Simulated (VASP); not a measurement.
Output of a VASP run:

### OUTCAR
```
 ion  position               nearest neighbor table
   1  0.000  0.229  0.667-   2 2.44   3 2.44
   2  0.771  0.771  0.000-   1 2.44   3 2.44
   3  0.229  0.000  0.333-   2 2.44   1 2.44
  LATTYP: Found a hexagonal cell.
 ALAT       =     4.3784621080
 C/A-ratio  =     1.1738893845
 Subroutine PRICEL returns:
 Original cell was already a primitive cell.
 Subroutine GETGRP returns: Found  6 space group operations
The static configuration has the point symmetry C_2 .
 The point group associated with its full space group is D_3 .
The dynamic configuration has the point symmetry C_2 .
 Subroutine INISYM returns: Found  6 space group operations
 Subroutine IBZKPT returns following result:
 Found     27 irreducible k-points:

 Following reciprocal coordinates:
            Coordinates               Weight
  0.000000  0.000000  0.000000      1.000000
  0.166667  0.000000  0.000000      6.000000
  0.333333 -0.000000  0.000000      6.000000
  0.500000  0.000000  0.000000      3.000000
  0.166667  0.166667  0.000000      6.000000
  0.333333  0.166667  0.000000     12.000000
  0.333333  0.333333  0.000000      2.000000
  0.000000  0.000000  0.200000      2.000000
  0.166667  0.000000  0.200000      6.000000
  0.000000  0.166667  0.200000      6.000000
  0.333333 -0.000000  0.200000      6.000000
 -0.000000  0.333333  0.200000      6.000000
  0.500000  0.000000  0.200000      6.000000
  0.166667  0.166667  0.200000     12.000000
  0.333333  0.166667  0.200000     12.000000
 -0.166667  0.500000  0.200000     12.000000
  0.333333  0.333333  0.200000      4.000000
  0.000000  0.000000  0.400000      2.000000
  0.166667  0.000000  0.400000      6.000000
  0.000000  0.166667  0.400000      6.000000
  0.333333 -0.000000  0.400000      6.000000
 -0.000000  0.333333  0.400000      6.000000
  0.500000  0.000000  0.400000      6.000000
  0.166667  0.166667  0.400000     12.000000
  0.333333  0.166667  0.400000     12.000000
 -0.166667  0.500000  0.400000     12.000000
  0.333333  0.333333  0.400000      4.000000
   k-points           NKPTS =     27   k-points in BZ     NKDIM =     27   number of bands    NBANDS=     13
   number of dos      NEDOS =    301   number of ions     NIONS =      3
   total plane-waves  NPLWV =  51840
   dimension x,y,z NGX =    36 NGY =   36 NGZ =   40
   dimension x,y,z NGXF=    72 NGYF=   72 NGZF=   80
   ions per type =               3
   PREC   = accura    normal or accurate (medium, high low for compatibility)
   ISTART =      0    job   : 0-new  1-cont  2-samecut
   ICHARG =      2    charge: 1-file 2-atom 10-const
   ISPIN  =      1    spin polarized calculation?
   LNONCOLLINEAR =      F non collinear calculations
   LSORBIT =      F    spin-orbit coupling
   INIWAV =      1    electr: 0-lowe 1-rand  2-diag
   ENCUT  =  520.0 eV  38.22 Ry    6.18 a.u.   8.14  8.14  9.56*2*pi/ulx,y,z
   NELM   =    100;   NELMIN=  2; NELMDL= -5     # of ELM steps
   EDIFF  = 0.1E-06   stopping-criterion for ELM
   LREAL  =      F    real-space projection
   NLSPLINE    = F    spline interpolate recip. space projectors
   LMAXMIX     =    4 max onsite mixed and CHGCAR
   VOSKOWN=      0    Vosko Wilk Nusair interpolation
   EDIFFG = -.1E-01   stopping-criterion for IOM
   NSW    =     30    number of steps for IOM
   NBLOCK =      1;   KBLOCK =     30    inner block; outer block
   IBRION =      2    ionic relax: 0-MD 1-quasi-New 2-CG
   NFREE  =      1    steps in history (QN), initial steepest desc. (CG)
   ISIF   =      4    stress and relaxation
   ISYM   =      2    0-nonsym 1-usesym 2-fastsym
   TEIN   =    0.0    initial temperature
   TEBEG  =    0.0;   TEEND  =   0.0 temperature during run
   SMASS  =  -3.00    Nose mass-parameter (am)
   PSTRESS=    0.0 pullay stress
   NELECT =      18.0000    total number of electrons
   EFERMI =   0.00;   METHOD = LEGACY
   ISMEAR =     0;   SIGMA  =   0.05  broadening in eV -4-tet -1-fermi 0-gaus
...
```

File OSZICAR:
```
...
DAV:   7    -0.424697990085E+02   -0.47442E-05   -0.61090E-06   852   0.248E-02    0.175E-03
DAV:   8    -0.424697990894E+02   -0.80894E-07   -0.16458E-06   722   0.136E-02    0.158E-03
DAV:   9    -0.424697996536E+02   -0.56424E-06   -0.38676E-07   747   0.693E-03    0.584E-04
DAV:  10    -0.424697996183E+02    0.35330E-07   -0.30039E-08   391   0.193E-03
   3 F= -.42469800E+02 E0= -.42469800E+02  d E =-.373110E-01
       N       E                     dE             d eps       ncg     rms          rms(c)
DAV:   1    -0.424697874096E+02    0.12244E-04   -0.21460E-03   712   0.290E-01    0.279E-02
DAV:   2    -0.424698029971E+02   -0.15588E-04   -0.10036E-04   862   0.701E-02    0.684E-03
DAV:   3    -0.424698026524E+02    0.34470E-06   -0.22103E-06   782   0.124E-02    0.396E-03
DAV:   4    -0.424698033094E+02   -0.65698E-06   -0.20145E-06   717   0.119E-02    0.131E-03
DAV:   5    -0.424698028551E+02    0.45429E-06   -0.10199E-06   712   0.106E-02    0.538E-04
DAV:   6    -0.424698034657E+02   -0.61058E-06   -0.46687E-07   712   0.675E-03    0.473E-04
DAV:   7    -0.424698034834E+02   -0.17772E-07   -0.23779E-08   376   0.158E-03
   4 F= -.42469803E+02 E0= -.42469803E+02  d E =-.373148E-01
       N       E                     dE             d eps       ncg     rms          rms(c)
DAV:   1    -0.424715577474E+02   -0.17543E-02   -0.66581E-02   702   0.160E+00    0.149E-01
DAV:   2    -0.424709685415E+02    0.58921E-03   -0.18400E-03   837   0.309E-01    0.763E-02
DAV:   3    -0.424710127227E+02   -0.44181E-04   -0.71787E-04   757   0.222E-01    0.290E-02
DAV:   4    -0.424710143928E+02   -0.16701E-05   -0.12449E-04   722   0.106E-01    0.134E-02
DAV:   5    -0.424710124001E+02    0.19927E-05   -0.87556E-05   712   0.104E-01    0.606E-03
DAV:   6    -0.424710376813E+02   -0.25281E-04   -0.36168E-05   712   0.621E-02    0.223E-03
DAV:   7    -0.424710394889E+02   -0.18076E-05   -0.72290E-06   742   0.281E-02    0.174E-03
DAV:   8    -0.424710404838E+02   -0.99483E-06   -0.91699E-07   807   0.944E-03    0.944E-04
DAV:   9    -0.424710401327E+02    0.35103E-06   -0.15187E-07   576   0.425E-03    0.706E-04
DAV:  10    -0.424710403929E+02   -0.26013E-06   -0.55085E-08   416   0.216E-03    0.336E-04
DAV:  11    -0.424710403508E+02    0.42029E-07   -0.19550E-09   366   0.421E-04
   5 F= -.42471040E+02 E0= -.42471040E+02  d E =-.123687E-02
       N       E                     dE             d eps       ncg     rms          rms(c)
DAV:   1    -0.424725915661E+02   -0.15512E-02   -0.11613E-01   702   0.211E+00    0.196E-01
DAV:   2    -0.424715580067E+02    0.10336E-02   -0.32012E-03   832   0.408E-01    0.101E-01
DAV:   3    -0.424716390848E+02   -0.81078E-04   -0.12619E-03   757   0.294E-01    0.383E-02
DAV:   4    -0.424716385365E+02    0.54831E-06   -0.21903E-04   712   0.142E-01    0.178E-02
DAV:   5    -0.424716403527E+02   -0.18162E-05   -0.15372E-04   702   0.137E-01    0.803E-03
DAV:   6    -0.424716815468E+02   -0.41194E-04   -0.62942E-05   702   0.820E-02    0.300E-03
DAV:   7    -0.424716855437E+02   -0.39968E-05   -0.12710E-05   732   0.372E-02    0.232E-03
DAV:   8    -0.424716870910E+02   -0.15474E-05   -0.15960E-06   807   0.124E-02    0.125E-03
DAV:   9    -0.424716866651E+02    0.42593E-06   -0.25602E-07   632   0.548E-03    0.970E-04
DAV:  10    -0.424716870220E+02   -0.35690E-06   -0.90736E-08   516   0.285E-03    0.452E-04
DAV:  11    -0.424716869622E+02    0.59806E-07   -0.35903E-09   366   0.592E-04
   6 F= -.42471687E+02 E0= -.42471687E+02  d E =-.188348E-02
```

### OUTCAR
```
------------------------ aborting loop because EDIFF is reached ----------------------------------------
  FORCE on cell =-STRESS in cart. coord.  units (eV):
  Direction    XX          YY          ZZ          XY          YZ          ZX
  --------------------------------------------------------------------------------------
  Total       -0.3277651     -0.3277651     -0.3334019      0.0000000     -0.0000000      0.0000000
  in kB       -6.1539041     -6.1539041     -6.2597359      0.0000000     -0.0000000      0.0000000
  external PRESSURE =      -6.1891814 kB  Pullay stress =       0.0000000 kB
  volume of cell :       85.33
      direct lattice vectors                 reciprocal lattice vectors
     2.216657116 -3.839362734  0.000000000     0.225564882 -0.130229946  0.000000000
     2.216657116  3.839362734  0.000000000     0.225564882  0.130229946 -0.000000000
     0.000000000  0.000000000  5.013429756     0.000000000  0.000000000  0.199464249
 POSITION                                       TOTAL-FORCE (eV/Angst)
 -----------------------------------------------------------------------------------
      2.70677     -2.99046      3.34229         0.004374      0.007577     -0.000000
      3.45309      0.00000      5.01343        -0.008749     -0.000000     -0.000000
      2.70677      2.99046      1.67114         0.004374     -0.007577      0.000000
 -----------------------------------------------------------------------------------
    total drift:                               -0.000201     -0.000443      0.000007
  FREE ENERGIE OF THE ION-ELECTRON SYSTEM (eV)
  ---------------------------------------------------
  free  energy   TOTEN  =       -42.4716869622 eV

  energy  without entropy=      -42.4716869622  energy(sigma->0) =      -42.47168696

 reached required accuracy - stopping structural energy minimisation
```
(Selected blocks of OUTCAR.)

**POSCAR**
```
Se
1
    2.1892310599    -3.7918594116     0.0000000000
    2.1892310599     3.7918594116     0.0000000000
    0.0000000000     0.0000000000     5.1398301892
Se
3
Direct
  0.0000000000   0.2287871050   0.6666670000
  0.7712128950   0.7712128950   0.0000000000
  0.2287871050   0.0000000000   0.3333330000
```

**Question.** Write an INCAR and KPOINTS that could have produced this output.

**Answer.** This is not unique; one that fits is the input of the run itself, r2SCAN+rVV10, plane waves, VASP's PBE PAW potentials (set 64).

File KPOINTS:
```
Automatic mesh
0
Gamma
6 6 5
0 0 0
```

**INCAR**
```
# general
SYSTEM  =Se
PREC    =Accurate
ENCUT   =520
LREAL   =.FALSE.
LASPH   =.TRUE.

# electronic loop
EDIFF   =1E-7
NELM    =100
ALGO    =Normal
LMAXMIX =4
LMIXTAU =.TRUE.

# smearing
ISMEAR  =0
SIGMA   =0.05

# functional
METAGGA =R2SCAN
LUSE_VDW=.TRUE.
BPARAM  =11.95
CPARAM  =0.0093

# ions
IBRION  =2
NSW     =30
ISIF    =4
EDIFFG  =-0.01

# output
LWAVE   =.FALSE.
LCHARG  =.FALSE.
```

POTCAR, in this order: Se (PBE.64 set). Program: vasp_std.

The compound is Se in the trig structure. This cell is one point of a volume scan, at 1.06 of the reference volume. Symmetry was kept, so distortions that lower it aren't found.
